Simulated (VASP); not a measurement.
# RbNiBi (P4/mmm) in VASP: reference runs

Reference runs on RbNiBi: the cell as given.

Everything below comes from runs of VASP 6.6.1. Logs are shortened: lines on timing, memory, paths and dates and some standing lists are left out, and cuts for length are marked.

### Step 1. Starting point

The structure is tetragonal, space group P4/mmm (No. 123). Conventional cell: a = 4.327 Å, b = 4.327 Å, c = 4.389 Å, α = 90.00°, β = 90.00°, γ = 90.00°. Rb (site symmetry 4/mmm) has 2 Ni at 2.19 Å as nearest neighbours. Ni (site symmetry 4/mmm) is surrounded by 2 Rb at 2.19 Å. Around Bi (site symmetry 4/mmm) lie 4 Rb at 3.06 Å.

The cell was built by a generator and needn't be a form met in nature.

### Step 2. Single point, PBE, collinear spin, ferromagnetic start

The input, INCAR:

```
ALGO     = Normal         # electronic algorithm
EDIFF    = 1E-7           # SCF threshold, eV
ENCUT    = 520            # plane-wave cutoff, eV
GGA      = PE             # functional
ISIF     = 2              # what is computed and relaxed
ISMEAR   = -1             # smearing method
ISPIN    = 2              # spin polarisation
LASPH    = True           # aspherical terms in the spheres
LCHARG   = False          # write CHGCAR
LMAXMIX  = 4              # l up to which the mixer works
LORBIT   = 11             # projections on sites
LREAL    = False          # projectors in reciprocal space
LWAVE    = False          # write WAVECAR
MAGMOM   = 0 1 0          # initial moments
NBANDS   = 28             # bands
NELM     = 150            # most SCF steps
PREC     = Accurate       # precision mode
SIGMA    = 0.05           # smearing width, eV
```

The input, KPOINTS:

```
k-points
0
Gamma
  6 6 6
```

The input, POSCAR:

```
RbNiBi
1.0
    4.3267820600      0.0000000000      0.0000000000
    0.0000000000      4.3267820600      0.0000000000
    0.0000000000      0.0000000000      4.3888483500
Rb Ni Bi
1 1 1
Direct
    0.5000000000      0.5000000000      0.0000000000
    0.5000000000      0.5000000000      0.5000000000
    0.0000000000      0.0000000000      0.0000000000
```

Potentials or basis: VASP PAW PBE potentials, release 64 (Rb_sv, Ni, Bi_d).

Launch:

```
$ cat potpaw_PBE.64/Rb_sv/POTCAR potpaw_PBE.64/Ni/POTCAR potpaw_PBE.64/Bi_d/POTCAR > POTCAR
$ mpirun -np 1 vasp_std > vasp.out
```

OUTCAR:

```text
EDIFF = 1E-7
   ENCUT = 520
   GGA = PE
   ISIF = 2
   ISMEAR = -1
   ISPIN = 2
   LASPH = True
   LORBIT = 11
   LREAL = False
   NELM = 150
   PREC = Accurate

 ion  position               nearest neighbor table
   1  0.500  0.500  0.000-   2 2.19   2 2.19   3 3.06   3 3.06   3 3.06   3 3.06
   2  0.500  0.500  0.500-   1 2.19   1 2.19
   3  0.000  0.000  0.000-   1 3.06   1 3.06   1 3.06   1 3.06

 -----------------------------------------------------------------------------
|                                                                             |
|           W    W    AA    RRRRR   N    N  II  N    N   GGGG   !!!           |
|           W    W   A  A   R    R  NN   N  II  NN   N  G    G  !!!           |
|           W    W  A    A  R    R  N N  N  II  N N  N  G       !!!           |
|           W WW W  AAAAAA  RRRRR   N  N N  II  N  N N  G  GGG   !            |
|           WW  WW  A    A  R   R   N   NN  II  N   NN  G    G                |
|           W    W  A    A  R    R  N    N  II  N    N   GGGG   !!!           |
|                                                                             |
|     The distance between some ions is very small. Please check the          |
|     nearest-neighbor list in the OUTCAR file.                               |
|     I HOPE YOU KNOW WHAT YOU ARE DOING!                                     |
|                                                                             |
 -----------------------------------------------------------------------------

  LATTYP: Found a simple tetragonal cell.
 ALAT       =     4.3267820600
 C/A-ratio  =     1.0143446767

  Lattice vectors:

 A1 = (   4.3267820600,   0.0000000000,   0.0000000000)
 A2 = (   0.0000000000,   4.3267820600,   0.0000000000)
 A3 = (   0.0000000000,   0.0000000000,   4.3888483500)

Analysis of symmetry for initial positions (statically):
=====================================================================
 Subroutine PRICEL returns:
 Original cell was already a primitive cell.

 Routine SETGRP: Setting up the symmetry group for a
 simple tetragonal supercell.

 Subroutine GETGRP returns: Found 16 space group operations
 (whereof 16 operations were pure point group operations)
 out of a pool of 16 trial point group operations.

The static configuration has the point symmetry D_4h.

Analysis of symmetry for dynamics (positions and initial velocities):
=====================================================================
 Subroutine PRICEL returns:
 Original cell was already a primitive cell.

 Routine SETGRP: Setting up the symmetry group for a
 simple tetragonal supercell.

 Subroutine GETGRP returns: Found 16 space group operations
 (whereof 16 operations were pure point group operations)
 out of a pool of 16 trial point group operations.

The dynamic configuration has the point symmetry D_4h.

[... 142 lines left out ...]
   IVDW    =     0    specifies the selected vdW correction
   LEPSILON=     F    determine dielectric tensor
   LRPA    =     F    only Hartree local field effects (RPA)
 spin polarized calculation
  energy-cutoff  :      520.00
  volume of cell :       82.16
 maximum number of plane-waves:      2272
   NGX = 17   NGY = 17   NGZ = 17

 number of electron      34.0000001 magnetization      -0.0170832

 number of electron      34.0000001 magnetization       0.0020110

 Free energy of the ion-electron system (eV)
  ---------------------------------------------------
  ext. energy  EPLUGINS =         0.00000000
  ---------------------------------------------------
  free energy    TOTEN  =        -3.77969193 eV

  energy without entropy =       -3.74946461  energy(sigma->0) =       -3.76457827

 E-fermi :   4.2956     XC(G=0):  -9.5087

 val. band max:        4.2925377803   @ k =   0.5000   0.3333   0.5000
 cond. band min:       4.3113577064   @ k =   0.5000   0.0000   0.1667
 fundamental gap:      0.0188199261
 Fermi energy:         4.2956310514

 spin component 1

 k-point     1 :       0.0000    0.0000    0.0000
  band No.  band energies     occupation
      1     -23.3603      1.00000
      2     -18.3845      1.00000
      3     -18.3464      1.00000
      4     -18.3299      1.00000
      5     -18.3138      1.00000
      6     -18.3138      1.00000
[... 733 lines left out ...]
     27      14.8295      0.00000
     28      15.4676      0.00000

 [... further k-points ...]

 spin component 2

 k-point     1 :       0.0000    0.0000    0.0000
  band No.  band energies     occupation
      1     -23.3601      1.00000
      2     -18.3843      1.00000
      3     -18.3461      1.00000
      4     -18.3298      1.00000
      5     -18.3137      1.00000
      6     -18.3137      1.00000
[... 733 lines left out ...]
     27      14.8296      0.00000
     28      15.4681      0.00000

 [... further k-points ...]
[... 5 lines left out ...]
  --------------------------------------------------------------------------------------
  -------------------------------------------------------------------------------------
  Total        6.4892123      6.4892123      8.6791056      0.0000000      0.0000000     -0.0000000
  in kB      126.5382874    126.5382874    169.2407495      0.0000000      0.0000000     -0.0000000
  external PRESSURE =     140.7724414 kB  Pullay stress =       0.0000000 kB

 VOLUME and BASIS-vectors are now :
 -----------------------------------------------------------------------------
  energy-cutoff  :      520.00
  volume of cell :       82.16
      direct lattice vectors                 reciprocal lattice vectors
     4.326782060  0.000000000  0.000000000     0.231118643  0.000000000  0.000000000
     0.000000000  4.326782060  0.000000000     0.000000000  0.231118643  0.000000000
     0.000000000  0.000000000  4.388848350     0.000000000  0.000000000  0.227850206

 POSITION                                       TOTAL-FORCE (eV/Angst)
 -----------------------------------------------------------------------------------
      2.16339      2.16339      0.00000         0.000000      0.000000      0.000000
      2.16339      2.16339      2.19442         0.000000      0.000000      0.000000
      0.00000      0.00000      0.00000         0.000000      0.000000      0.000000
 -----------------------------------------------------------------------------------
    total drift:                                0.000000     -0.000000     -0.000000

  FREE ENERGIE OF THE ION-ELECTRON SYSTEM (eV)
  ---------------------------------------------------
  free  energy   TOTEN  =        -3.7796919275 eV

  energy  without entropy=       -3.7494646078  energy(sigma->0) =       -3.76457827

 total charge

# of ion       s       p       d       tot
------------------------------------------
    1        2.002   5.262   0.322   7.586
    2        0.315   0.209   8.726   9.250
    3        1.537   1.386   9.896  12.819
--------------------------------------------------
tot          3.854   6.857  18.944  29.655

 magnetization (x)

# of ion       s       p       d       tot
------------------------------------------
    1       -0.000   0.000   0.000   0.000
    2       -0.000  -0.000   0.000   0.000
    3        0.000   0.001   0.000   0.001
--------------------------------------------------
tot         -0.000   0.001   0.000   0.001
```

OSZICAR:

```text
N       E                     dE             d eps       ncg     rms          rms(c)
DAV:   1     0.317926254110E+03    0.31793E+03   -0.15569E+04  4488   0.131E+03
DAV:   2     0.271531163020E+02   -0.29077E+03   -0.27586E+03  4520   0.360E+02
DAV:   3    -0.161385444425E+01   -0.28767E+02   -0.28137E+02  5328   0.122E+02
[... 11 lines left out ...]
DAV:  15    -0.377969080241E+01   -0.15406E-06   -0.62879E-07  5380   0.598E-03    0.294E-03
DAV:  16    -0.377969102448E+01   -0.22207E-06   -0.46284E-07  5072   0.544E-03    0.276E-03
DAV:  17    -0.377969116479E+01   -0.14031E-06   -0.12370E-07  3904   0.205E-03    0.230E-03
DAV:  18    -0.377969157945E+01   -0.41466E-06   -0.80561E-07  5064   0.569E-03    0.194E-03
DAV:  19    -0.377969186456E+01   -0.28511E-06   -0.88622E-07  5020   0.547E-03    0.119E-03
DAV:  20    -0.377969192745E+01   -0.62899E-07   -0.21594E-07  4548   0.272E-03
   1 F= -.37796919E+01 E0= -.37645783E+01  d E =-.302273E-01  mag=     0.0004
```

stdout:

```text
POSCAR found type information on POSCAR RbNiBi
 POSCAR found :  3 types and       3 ions
 scaLAPACK will be used
 LDA part: xc-table for (Slater+PW92), standard interpolation
 -----------------------------------------------------------------------------
|                                                                             |
|           W    W    AA    RRRRR   N    N  II  N    N   GGGG   !!!           |
|           W    W   A  A   R    R  NN   N  II  NN   N  G    G  !!!           |
|           W    W  A    A  R    R  N N  N  II  N N  N  G       !!!           |
|           W WW W  AAAAAA  RRRRR   N  N N  II  N  N N  G  GGG   !            |
|           WW  WW  A    A  R   R   N   NN  II  N   NN  G    G                |
|           W    W  A    A  R    R  N    N  II  N    N   GGGG   !!!           |
|                                                                             |
|     The distance between some ions is very small. Please check the          |
|     nearest-neighbor list in the OUTCAR file.                               |
|     I HOPE YOU KNOW WHAT YOU ARE DOING!                                     |
|                                                                             |
 -----------------------------------------------------------------------------

 POSCAR, INCAR and KPOINTS ok, starting setup
 FFT: planning ... GRIDC
 FFT: planning ... GRID_SOFT
 FFT: planning ... GRID
 WAVECAR not read
 entering main loop
```

It took 3.4 min on 1 thread of Intel Xeon Platinum 8375C at 2.90GHz (Ice Lake), shared host; peak memory 0.31 GiB.

What came out:

```
Free energy                                           : -3.7797 eV
Pressure                                              : 14.1 GPa
Band gap on the k mesh                                : none (metal or under the smearing width)
Net moment                                            : 0.00 μB per cell
Valence electrons inside the program's atomic spheres : Rb 7.59; Ni 9.25; Bi 12.82
```

Levels at points of the mesh, in eV from the Fermi level:
Spin up:
| k point | band 14 | band 15 | band 16 | band 17 | band 18 | band 19 | band 20 | band 21 |
| --- | --- | --- | --- | --- | --- | --- | --- | --- |
| (0.00, 0.00, 0.00) | -1.12 | -1.07 | -0.83 | 0.53 | 0.88 | 0.88 | 2.56 | 6.12 |
| (0.50, 0.00, 0.00) | -1.62 | -1.43 | -0.71 | 0.09 | 0.86 | 0.96 | 2.52 | 6.76 |
| (0.50, 0.50, 0.00) | -0.86 | -0.74 | -0.74 | -0.72 | 0.38 | 1.19 | 5.10 | 5.10 |
| (0.00, 0.00, 0.50) | -0.97 | -0.79 | 0.29 | 1.36 | 1.36 | 2.66 | 3.03 | 3.03 |
| (0.50, 0.00, 0.50) | -1.01 | -0.98 | -0.87 | -0.72 | -0.36 | 2.63 | 3.58 | 4.45 |
| (0.50, 0.50, 0.50) | -0.78 | -0.69 | 0.09 | 0.09 | 0.09 | 0.62 | 0.62 | 4.24 |
Spin down:
| k point | band 13 | band 14 | band 15 | band 16 | band 17 | band 18 | band 19 | band 20 | band 21 | band 22 |
| --- | --- | --- | --- | --- | --- | --- | --- | --- | --- | --- |
| (0.00, 0.00, 0.00) | -1.68 | -1.12 | -1.07 | -0.83 | 0.53 | 0.88 | 0.88 | 2.56 | 6.12 | 6.25 |
| (0.50, 0.00, 0.00) | -1.73 | -1.62 | -1.43 | -0.71 | 0.09 | 0.86 | 0.96 | 2.52 | 6.76 | 6.87 |
| (0.50, 0.50, 0.00) | -1.69 | -0.86 | -0.74 | -0.74 | -0.72 | 0.38 | 1.19 | 5.10 | 5.10 | 5.71 |
| (0.00, 0.00, 0.50) | -0.99 | -0.97 | -0.79 | 0.29 | 1.36 | 1.36 | 2.66 | 3.03 | 3.03 | 4.68 |
| (0.50, 0.00, 0.50) | -1.39 | -1.01 | -0.98 | -0.87 | -0.72 | -0.36 | 2.63 | 3.58 | 4.45 | 5.93 |
| (0.50, 0.50, 0.50) | -1.02 | -0.78 | -0.69 | 0.09 | 0.09 | 0.09 | 0.62 | 0.62 | 4.24 | 6.01 |

Caveat: spin-orbit coupling is left out, which moves the levels of the heavy elements.
